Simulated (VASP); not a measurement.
Here is the system:

```
Si
1.0
    0.00000     2.74866     2.74866
    2.74866     0.00000     2.74866
    2.74866     2.74866     0.00000
Si
2
Direct
  0.00000   0.00000   0.00000
  0.25000   0.25000   0.25000
```

Computed with RPBE GGA, VASP's PBE PAW potentials (set 64) (plane waves; VASP). Numerical set-up: 520 eV cut-off, Gaussian smearing of 0.050 eV, potentials Si.

Problem. What does the run give for the band gap (along the path) with the smallest direct gap where there is one?

Solution. 
| Property | Value |
|---|---|
| band gap (along the path) | 0.70 eV |
| smallest direct gap (along the path) | 2.56 eV |

Only differences to runs with the same potentials and settings are physical.

The compound is Si in the diamond structure. It was relaxed first.
